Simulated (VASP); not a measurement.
Computed with PBE GGA, VASP's PBE PAW potentials (set 64) (plane waves; VASP).

VASP input:

### INCAR
```
SYSTEM = B32N31
PREC = Normal; ENCUT = 400; LREAL = Auto
LASPH = T; ISYM = 0
EDIFF = 1E-5; NELM = 100; NELMIN = 4
ALGO = Fast
ISMEAR = 0; SIGMA = 0.05
GGA = PE
ISPIN = 2; MAGMOM = 63*0.0159; NUPDOWN = 1
IBRION = 2; NSW = 60; ISIF = 2
EDIFFG = -0.03
LWAVE = T; LCHARG = F; LORBIT = 10
```

File KPOINTS:
```
Automatic mesh
0
Gamma
1 1 1
0 0 0
```

File POSCAR:
```
B32N31
1.0
  7.2488848260   0.0000000000   0.0000000000
  0.0000000000   7.2488848260   0.0000000000
  0.0000000000   0.0000000000   7.2488848260
B N
32 31
Direct
  0.5000000000   0.0000000000   0.0000000000
  0.7542500000   0.2443960000   0.0027680000
  0.7565400000   0.0004990000   0.2501000000
  0.0000000000   0.0000000000   0.0000000000
  0.2500000000   0.2500000000   0.0000000000
  0.5034640000   0.5003420000   0.0042300000
  0.7500000000   0.7500000000   0.0000000000
  0.2500000000   0.0000000000   0.2500000000
  0.5027990000   0.2568010000   0.2518910000
  0.7433380000   0.4950150000   0.2520100000
  0.5023430000   0.0048060000   0.4966110000
  0.7568420000   0.2444690000   0.5041040000
  0.7500000000   0.0000000000   0.7500000000
  0.0000000000   0.5000000000   0.0000000000
  0.2500000000   0.7500000000   0.0000000000
  0.0000000000   0.2500000000   0.2500000000
  0.2509300000   0.5001480000   0.2500930000
  0.4935730000   0.7458280000   0.2467210000
  0.0000000000   0.0000000000   0.5000000000
  0.2448550000   0.2553360000   0.4945690000
  0.5049040000   0.4932310000   0.4948080000
  0.7539510000   0.7458770000   0.4992010000
  0.2500000000   0.0000000000   0.7500000000
  0.4990230000   0.2521100000   0.7493740000
  0.7498040000   0.4956120000   0.7454940000
  0.0000000000   0.7500000000   0.2500000000
  0.0000000000   0.5000000000   0.5000000000
  0.2500000000   0.7500000000   0.5000000000
  0.0000000000   0.2500000000   0.7500000000
  0.2500000000   0.5000000000   0.7500000000
  0.5000000000   0.7500000000   0.7500000000
  0.0000000000   0.7500000000   0.7500000000
  0.6196410000   0.1265320000   0.1221840000
  0.8809870000   0.3797330000   0.1291490000
  0.8812910000   0.1288130000   0.3762530000
  0.1250000000   0.1250000000   0.1250000000
  0.3787780000   0.3756750000   0.1202730000
  0.6279950000   0.6183040000   0.1251820000
  0.8750000000   0.8750000000   0.1250000000
  0.3797080000   0.1264600000   0.3743830000
  0.8681490000   0.6190840000   0.3759450000
  0.6282700000   0.1318770000   0.6184210000
  0.8691190000   0.3719870000   0.6192700000
  0.8750000000   0.1250000000   0.8750000000
  0.1250000000   0.6250000000   0.1250000000
  0.3750000000   0.8750000000   0.1250000000
  0.1250000000   0.3750000000   0.3750000000
  0.3744390000   0.6256050000   0.3760590000
  0.6250000000   0.8750000000   0.3750000000
  0.1250000000   0.1250000000   0.6250000000
  0.3683970000   0.3696250000   0.6214780000
  0.6221070000   0.6255510000   0.6196640000
  0.8750000000   0.8750000000   0.6250000000
  0.3750000000   0.1250000000   0.8750000000
  0.6250000000   0.3750000000   0.8750000000
  0.8750000000   0.6250000000   0.8750000000
  0.1250000000   0.8750000000   0.3750000000
  0.1250000000   0.6250000000   0.6250000000
  0.3750000000   0.8750000000   0.6250000000
  0.1250000000   0.3750000000   0.8750000000
  0.3750000000   0.6250000000   0.8750000000
  0.6250000000   0.8750000000   0.8750000000
  0.1250000000   0.8750000000   0.8750000000
```

POTCAR, in this order: B N (PBE.64 set). Program: vasp_gam.

The run wrote:

File OUTCAR:
```
 ion  position               nearest neighbor table
   1  0.500  0.000  0.000-  33 1.54  46 1.57  54 1.57  62 1.57
   2  0.754  0.244  0.003-  44 1.54  33 1.56  55 1.62  34 1.63
   3  0.757  0.000  0.250-  39 1.55  35 1.59  49 1.60  33 1.64
   4  0.000  0.000  0.000-  36 1.57  39 1.57  44 1.57  63 1.57
   5  0.250  0.250  0.000-  37 1.57  36 1.57  54 1.57  60 1.57
   6  0.503  0.500  0.004-  38 1.52  37 1.53  55 1.57  61 1.60
   7  0.750  0.750  0.000-  39 1.57  56 1.57  62 1.57  38 1.59
   8  0.250  0.000  0.250-  36 1.57  46 1.57  57 1.57  40 1.59
   9  0.503  0.257  0.252-  37 1.57  40 1.57  33 1.58
  10  0.743  0.495  0.252-  38 1.53  41 1.56  34 1.58
  11  0.502  0.005  0.497-  40 1.53  49 1.57  42 1.57  59 1.61
  12  0.757  0.244  0.504-  43 1.49  42 1.49  35 1.54
  13  0.750  0.000  0.750-  44 1.57  53 1.57  62 1.57  42 1.61
  14  0.000  0.500  0.000-  34 1.54  45 1.57  56 1.57  60 1.57
  15  0.250  0.750  0.000-  45 1.57  46 1.57  61 1.57  63 1.57
  16  0.000  0.250  0.250-  35 1.53  34 1.55  36 1.57  47 1.57
  17  0.251  0.500  0.250-  48 1.57  45 1.57  47 1.57  37 1.60
  18  0.494  0.746  0.247-  48 1.54  46 1.55  38 1.61  49 1.63
  19  0.000  0.000  0.500-  35 1.55  50 1.57  53 1.57  57 1.57
  20  0.245  0.255  0.495-  47 1.50  51 1.53  50 1.59  40 1.61
  21  0.505  0.493  0.495-  52 1.57  48 1.60  51 1.62
  22  0.754  0.746  0.499-  41 1.53  52 1.56  53 1.57  49 1.60
  23  0.250  0.000  0.750-  50 1.57  54 1.57  59 1.57  63 1.57
  24  0.499  0.252  0.749-  55 1.57  51 1.58  54 1.58  42 1.59
...
```

### OSZICAR
```
...
  10 F= -.54034481E+03 E0= -.54034481E+03  d E =-.164176E-01  mag=     1.0000
       N       E                     dE             d eps       ncg     rms          rms(c)
DAV:   1    -0.540344884399E+03   -0.75503E-04   -0.22781E-02   720   0.428E-01    0.320E-02
RMM:   2    -0.540344913952E+03   -0.29553E-04   -0.36839E-04   632   0.536E-02    0.180E-02
RMM:   3    -0.540344915148E+03   -0.11957E-05   -0.60165E-05   517   0.195E-02    0.102E-02
RMM:   4    -0.540344915353E+03   -0.20513E-06   -0.12240E-05   386   0.858E-03
  11 F= -.54034492E+03 E0= -.54034492E+03  d E =-.165234E-01  mag=     1.0000
       N       E                     dE             d eps       ncg     rms          rms(c)
DAV:   1    -0.540351448170E+03   -0.65330E-02   -0.16832E+00   644   0.363E+00    0.276E-01
RMM:   2    -0.540353394725E+03   -0.19466E-02   -0.24991E-02   632   0.438E-01    0.149E-01
RMM:   3    -0.540353500559E+03   -0.10583E-03   -0.46095E-03   639   0.165E-01    0.823E-02
RMM:   4    -0.540353539705E+03   -0.39147E-04   -0.93130E-04   640   0.706E-02    0.480E-02
RMM:   5    -0.540353561760E+03   -0.22054E-04   -0.17223E-04   610   0.322E-02    0.255E-02
RMM:   6    -0.540353564606E+03   -0.28465E-05   -0.42515E-05   452   0.136E-02
  12 F= -.54035356E+03 E0= -.54035356E+03  d E =-.864925E-02  mag=     1.0000
       N       E                     dE             d eps       ncg     rms          rms(c)
DAV:   1    -0.540353691835E+03   -0.13008E-03   -0.39418E-02   720   0.555E-01    0.426E-02
RMM:   2    -0.540353739656E+03   -0.47821E-04   -0.59444E-04   632   0.672E-02    0.232E-02
RMM:   3    -0.540353743582E+03   -0.39260E-05   -0.11173E-04   606   0.254E-02    0.128E-02
RMM:   4    -0.540353744801E+03   -0.12194E-05   -0.20361E-05   408   0.104E-02
  13 F= -.54035374E+03 E0= -.54035374E+03  d E =-.882945E-02  mag=     1.0000
       N       E                     dE             d eps       ncg     rms          rms(c)
DAV:   1    -0.540356755469E+03   -0.30119E-02   -0.15378E+00   644   0.345E+00    0.254E-01
RMM:   2    -0.540358316388E+03   -0.15609E-02   -0.23309E-02   632   0.419E-01    0.135E-01
RMM:   3    -0.540358388461E+03   -0.72073E-04   -0.43671E-03   638   0.161E-01    0.730E-02
RMM:   4    -0.540358435562E+03   -0.47101E-04   -0.81399E-04   643   0.666E-02    0.457E-02
RMM:   5    -0.540358450811E+03   -0.15249E-04   -0.15160E-04   595   0.296E-02    0.243E-02
RMM:   6    -0.540358454623E+03   -0.38120E-05   -0.37074E-05   447   0.129E-02
  14 F= -.54035845E+03 E0= -.54035845E+03  d E =-.470982E-02  mag=     1.0000
       N       E                     dE             d eps       ncg     rms          rms(c)
DAV:   1    -0.540358475745E+03   -0.24935E-04   -0.92488E-03   720   0.268E-01    0.199E-02
RMM:   2    -0.540358484020E+03   -0.82741E-05   -0.13602E-04   632   0.323E-02    0.103E-02
RMM:   3    -0.540358483723E+03    0.29605E-06   -0.24720E-05   420   0.125E-02    0.540E-03
RMM:   4    -0.540358483988E+03   -0.26425E-06   -0.52547E-06   376   0.553E-03
  15 F= -.54035848E+03 E0= -.54035848E+03  d E =-.473919E-02  mag=     1.0000
       N       E                     dE             d eps       ncg     rms          rms(c)
DAV:   1    -0.540359337836E+03   -0.85411E-03   -0.56438E-01   644   0.213E+00    0.148E-01
RMM:   2    -0.540359850600E+03   -0.51276E-03   -0.84028E-03   632   0.256E-01    0.789E-02
RMM:   3    -0.540359842916E+03    0.76837E-05   -0.14186E-03   635   0.964E-02    0.409E-02
RMM:   4    -0.540359856924E+03   -0.14008E-04   -0.31922E-04   641   0.406E-02    0.233E-02
RMM:   5    -0.540359863296E+03   -0.63721E-05   -0.47184E-05   467   0.179E-02
  16 F= -.54035986E+03 E0= -.54035986E+03  d E =-.137931E-02  mag=     1.0000
       N       E                     dE             d eps       ncg     rms          rms(c)
DAV:   1    -0.540359951431E+03   -0.94507E-04   -0.28269E-02   720   0.476E-01    0.321E-02
RMM:   2    -0.540359974927E+03   -0.23496E-04   -0.40450E-04   632   0.564E-02    0.165E-02
RMM:   3    -0.540359974107E+03    0.81962E-06   -0.64461E-05   542   0.207E-02    0.881E-03
RMM:   4    -0.540359974453E+03   -0.34648E-06   -0.12852E-05   391   0.818E-03
  17 F= -.54035997E+03 E0= -.54035997E+03  d E =-.149047E-02  mag=     1.0000
       N       E                     dE             d eps       ncg     rms          rms(c)
DAV:   1    -0.540360455666E+03   -0.48156E-03   -0.12901E-01   656   0.102E+00    0.742E-02
RMM:   2    -0.540360565600E+03   -0.10993E-03   -0.19280E-03   632   0.122E-01    0.378E-02
RMM:   3    -0.540360572371E+03   -0.67706E-05   -0.34545E-04   639   0.458E-02    0.207E-02
RMM:   4    -0.540360575107E+03   -0.27359E-05   -0.62467E-05   512   0.183E-02
  18 F= -.54036058E+03 E0= -.54036058E+03  d E =-.600653E-03  mag=     1.0000
       N       E                     dE             d eps       ncg     rms          rms(c)
DAV:   1    -0.540360576938E+03   -0.45674E-05   -0.34660E-05   600   0.156E-02    0.651E-03
RMM:   2    -0.540360577049E+03   -0.11114E-06   -0.17242E-06   360   0.406E-03    0.408E-03
RMM:   3    -0.540360577070E+03   -0.20398E-07   -0.10572E-07   151   0.157E-03    0.246E-03
RMM:   4    -0.540360577075E+03   -0.49822E-08   -0.62502E-08   126   0.162E-03
  19 F= -.54036058E+03 E0= -.54036058E+03  d E =-.602621E-03  mag=     1.0000
       N       E                     dE             d eps       ncg     rms          rms(c)
DAV:   1    -0.540360874562E+03   -0.29749E-03   -0.70697E-02   656   0.748E-01    0.552E-02
RMM:   2    -0.540360940494E+03   -0.65932E-04   -0.99088E-04   632   0.870E-02    0.287E-02
RMM:   3    -0.540360942943E+03   -0.24493E-05   -0.17773E-04   637   0.329E-02    0.146E-02
RMM:   4    -0.540360945146E+03   -0.22022E-05   -0.34960E-05   437   0.136E-02
  20 F= -.54036095E+03 E0= -.54036095E+03  d E =-.368071E-03  mag=     1.0000
       N       E                     dE             d eps       ncg     rms          rms(c)
DAV:   1    -0.540360968943E+03   -0.26000E-04   -0.82323E-03   720   0.255E-01    0.203E-02
RMM:   2    -0.540360977288E+03   -0.83452E-05   -0.11957E-04   629   0.303E-02    0.114E-02
RMM:   3    -0.540360977921E+03   -0.63206E-06   -0.22188E-05   408   0.115E-02    0.644E-03
RMM:   4    -0.540360978270E+03   -0.34976E-06   -0.37899E-06   377   0.447E-03
  21 F= -.54036098E+03 E0= -.54036098E+03  d E =-.401195E-03  mag=     1.0000
       N       E                     dE             d eps       ncg     rms          rms(c)
DAV:   1    -0.540361249062E+03   -0.27114E-03   -0.45788E-02   656   0.578E-01    0.522E-02
RMM:   2    -0.540361293370E+03   -0.44308E-04   -0.66330E-04   632   0.693E-02    0.262E-02
RMM:   3    -0.540361294550E+03   -0.11803E-05   -0.12535E-04   604   0.266E-02    0.133E-02
RMM:   4    -0.540361296827E+03   -0.22764E-05   -0.24354E-05   408   0.113E-02
  22 F= -.54036130E+03 E0= -.54036130E+03  d E =-.318556E-03  mag=     1.0000
       N       E                     dE             d eps       ncg     rms          rms(c)
DAV:   1    -0.540361352488E+03   -0.57938E-04   -0.34046E-02   688   0.499E-01    0.457E-02
RMM:   2    -0.540361386255E+03   -0.33766E-04   -0.49676E-04   632   0.600E-02    0.238E-02
RMM:   3    -0.540361387420E+03   -0.11650E-05   -0.93886E-05   563   0.231E-02    0.126E-02
RMM:   4    -0.540361389280E+03   -0.18601E-05   -0.18217E-05   403   0.973E-03
  23 F= -.54036139E+03 E0= -.54036139E+03  d E =-.411009E-03  mag=     1.0000
       N       E                     dE             d eps       ncg     rms          rms(c)
DAV:   1    -0.540361587670E+03   -0.20025E-03   -0.33726E-02   656   0.474E-01    0.515E-02
RMM:   2    -0.540361619186E+03   -0.31515E-04   -0.56478E-04   632   0.630E-02    0.250E-02
RMM:   3    -0.540361618442E+03    0.74355E-06   -0.10425E-04   591   0.245E-02    0.130E-02
RMM:   4    -0.540361620824E+03   -0.23821E-05   -0.21287E-05   405   0.105E-02
  24 F= -.54036162E+03 E0= -.54036162E+03  d E =-.231545E-03  mag=     1.0000
```

OUTCAR:
```
------------------------ aborting loop because EDIFF is reached ----------------------------------------
  FORCE on cell =-STRESS in cart. coord.  units (eV):
  Direction    XX          YY          ZZ          XY          YZ          ZX
  --------------------------------------------------------------------------------------
  Total       -6.0463435    -17.2765071    -17.2982428      0.1124533     -3.1424305     -0.0207253
  in kB      -25.4325439    -72.6696265    -72.7610524      0.4730088    -13.2179063     -0.0871760
  external PRESSURE =     -56.9544076 kB  Pullay stress =       0.0000000 kB
  volume of cell :      380.90
      direct lattice vectors                 reciprocal lattice vectors
     7.248884826  0.000000000  0.000000000     0.137952254  0.000000000  0.000000000
     0.000000000  7.248884826  0.000000000     0.000000000  0.137952254  0.000000000
     0.000000000  0.000000000  7.248884826     0.000000000  0.000000000  0.137952254
  FREE ENERGIE OF THE ION-ELECTRON SYSTEM (eV)
  ---------------------------------------------------
  free  energy   TOTEN  =      -540.3616208243 eV

  energy  without entropy=     -540.3616208243  energy(sigma->0) =     -540.36162082

 total charge

# of ion       s       p       d       tot
------------------------------------------
    1        0.667   1.327   0.000   1.994
    2        0.670   1.347   0.000   2.017
    3        0.670   1.347   0.000   2.017
    4        0.672   1.354   0.000   2.026
    5        0.673   1.355   0.000   2.028
    6        0.671   1.350   0.000   2.021
    7        0.669   1.336   0.000   2.006
    8        0.673   1.356   0.000   2.028
    9        0.658   1.230   0.000   1.888
   10        0.677   1.292   0.000   1.969
   11        0.671   1.350   0.000   2.021
   12        0.676   1.291   0.000   1.967
   13        0.669   1.337   0.000   2.006
   14        0.674   1.354   0.000   2.028
   15        0.672   1.354   0.000   2.026
   16        0.674   1.360   0.000   2.034
   17        0.675   1.359   0.000   2.034
   18        0.671   1.350   0.000   2.021
   19        0.674   1.354   0.000   2.028
   20        0.675   1.359   0.000   2.034
   21        0.658   1.229   0.000   1.887
   22        0.670   1.347   0.000   2.017
   23        0.672   1.354   0.000   2.026
   24        0.671   1.350   0.000   2.021
   25        0.670   1.347   0.000   2.017
   26        0.674   1.355   0.000   2.028
   27        0.674   1.360   0.000   2.034
   28        0.673   1.355   0.000   2.028
   29        0.674   1.354   0.000   2.028
   30        0.673   1.355   0.000   2.028
   31        0.667   1.327   0.000   1.994
   32        0.672   1.354   0.000   2.026
   33        1.220   2.673   0.000   3.893
   34        1.224   2.718   0.000   3.942
   35        1.224   2.718   0.000   3.942
   36        1.221   2.718   0.000   3.939
   37        1.226   2.715   0.000   3.942
   38        1.222   2.694   0.000   3.915
   39        1.221   2.712   0.000   3.933
   40        1.226   2.716   0.000   3.942
   41        1.224   2.719   0.000   3.942
   42        1.222   2.693   0.000   3.915
   43        1.224   2.718   0.000   3.942
   44        1.221   2.712   0.000   3.933
   45        1.222   2.720   0.000   3.941
   46        1.222   2.714   0.000   3.936
   47        1.222   2.718   0.000   3.940
   48        1.226   2.715   0.000   3.942
   49        1.221   2.716   0.000   3.937
   50        1.222   2.720   0.000   3.942
   51        1.226   2.716   0.000   3.942
   52        1.220   2.672   0.000   3.893
   53        1.221   2.712   0.000   3.933
   54        1.222   2.715   0.000   3.936
   55        1.221   2.716   0.000   3.937
   56        1.221   2.712   0.000   3.933
   57        1.228   2.712   0.000   3.940
   58        1.221   2.718   0.000   3.939
   59        1.222   2.715   0.000   3.936
   60        1.228   2.712   0.000   3.940
   61        1.222   2.715   0.000   3.936
   62        1.227   2.686   0.000   3.913
   63        1.223   2.713   0.000   3.936
--------------------------------------------------
tot         59.392 126.872   0.000 186.264

 magnetization (x)

# of ion       s       p       d       tot
------------------------------------------
    1        0.000  -0.000   0.000  -0.000
    2       -0.000   0.001   0.000   0.001
    3       -0.000   0.001   0.000   0.001
    4       -0.000  -0.000   0.000  -0.000
    5        0.001   0.008   0.000   0.009
    6       -0.000  -0.000   0.000  -0.000
    7        0.001   0.003   0.000   0.003
    8        0.001   0.008   0.000   0.009
    9        0.023   0.079   0.000   0.102
   10        0.020   0.100   0.000   0.120
   11       -0.000  -0.000   0.000  -0.000
   12        0.019   0.096   0.000   0.115
   13        0.001   0.003   0.000   0.003
   14        0.001   0.002   0.000   0.002
   15        0.000   0.002   0.000   0.002
   16        0.001   0.004   0.000   0.005
   17        0.001  -0.000   0.000   0.000
   18       -0.000  -0.000   0.000  -0.000
...
```
(Selected blocks of OUTCAR.)

CONTCAR:
```
B32N31
   1.00000000000000
     7.2488848260000003    0.0000000000000000    0.0000000000000000
     0.0000000000000000    7.2488848260000003    0.0000000000000000
     0.0000000000000000    0.0000000000000000    7.2488848260000003
  B               N
    32    31
Direct
     0.4998565736457723    0.0017468188830249    0.0015826346243713
     0.7489782259599397    0.2506429226474135    0.0015028413554855
     0.7490133184708129    0.0017047963961190    0.2503751281154304
     0.9999794248701024    0.9999892746804522    0.9996838111099136
     0.2502724658524232    0.2493625164040220    0.9987615854845860
     0.5006280892496439    0.4990376605818737    0.0003290027271313
     0.7508574268770328    0.7496930843474251    0.9995589457087547
     0.2502480980376831    0.9989852175397733    0.2491266728347201
     0.4888000368815500    0.2579887229519082    0.2580258471696357
     0.7636124802125041    0.5047225778878270    0.2446972353221732
     0.5005088160843765    0.0004322823485514    0.4988831274889267
     0.7633125172625508    0.2450214126681509    0.5042558200444677
     0.7507380577286688    0.9998376349051997    0.7494650474020201
     0.0007757313022387    0.5002915953441162    0.9983218936837541
     0.2506895394745362    0.7501112654673240    0.9991909518274892
     0.0019107770882980    0.2495540411634097    0.2492721479234327
     0.2488195421100207    0.5008022744427987    0.2484498363788547
     0.5005970974279845    0.7488917487060115    0.2502039542385803
     0.0007199686639270    0.9985781766385995    0.5001255419987252
     0.2486950097731892    0.2485918794895258    0.5006758282867706
     0.4888995296221348    0.4911620796238691    0.4910640714971554
     0.7490156279502173    0.7477935389181797    0.4986515410825261
     0.2506494373860185    0.9993403014625510    0.7499431183694206
     0.5004800658193673    0.2504115912530754    0.7487272155600496
     0.7489482760782594    0.4989183537759104    0.7475144316923806
     0.0008708824841263    0.7510132669880880    0.2489034187660030
     0.0019120475192087    0.5000644256526654    0.4997527422815635
     0.2502495384533781    0.7504952816532310    0.4999655881005600
     0.0006866565417605    0.2492057455408140    0.7506960971783001
     0.2502172051042734    0.5001488673128982    0.7502979383571016
     0.4997934156460818    0.7476194658308001    0.7475025531409671
     0.9999825926543932    0.7495988470381630    0.7493633447479416
     0.6240566444174023    0.1307054633314043    0.1305173077729866
     0.8773484980344696    0.3746879258294922    0.1247259255108841
     0.8772468355852820    0.1250218266706578    0.3744050065258883
     0.1258652957010075    0.1243846743482841    0.1241007122107280
     0.3731967132160998    0.3762301994605970    0.1240251734704419
     0.6258483178419337    0.6216154709498166    0.1276266655914471
     0.8746038250521653    0.8756885191139810    0.1246940232404161
     0.3730452615677506    0.1240820506515261    0.3760960765225644
     0.8774556504099330    0.6246469019464780    0.3746020402939168
     0.6257164553422726    0.1278156118274202    0.6214378813396150
     0.8772264470899708    0.3748974875629215    0.6242124882625544
     0.8745113185982349    0.1249874140761597    0.8754251185800707
     0.1245552103677329    0.6258822530064067    0.1233663180641258
     0.3759683057934877    0.8746500970410507    0.1245916517736242
     0.1253058136771067    0.3747403512696185    0.3745417562508371
     0.3731906231108179    0.6251986848363886    0.3729969590399033
     0.6251934807262236    0.8747255770657998    0.3745201738331259
     0.1244076411602173    0.1235800747816241    0.6257332017253796
     0.3730743055954231    0.3731657402195915    0.6250724952019560
     0.6240305373201125    0.6187435728192505    0.6185277682483930
     0.8745208452218425    0.8738675004319485    0.6243460524713008
     0.3759327722130237    0.1247451094207499    0.8744720425520627
     0.6251773052552160    0.3747459701857907    0.8745143374779657
     0.8745805396058848    0.6245383719813417    0.8735967780783094
     0.1248536170727006    0.8747744245551106    0.3745402758483646
     0.1258671902659406    0.6251768125859116    0.6249424282188206
     0.3758883400369424    0.8747532048776561    0.6245283580137487
     0.1248184751891823    0.3747513543828500    0.8744722619707022
     0.3759026028650259    0.6246643322585488    0.8746486719078164
     0.6253078510031547    0.8747242480637667    0.8745062388950218
     0.1250818084309724    0.8747671059041143    0.8745788966078393
```

At this cut-off the stress carries a Pulay error, which pulls relaxed volumes low. The supercell is sampled at Γ alone, which is coarse: total energies, pressure and levels can be off, energies of defects by several tenths of an eV.

The cell is a supercell with a defect, built from BN (zinc blende): vac_N.
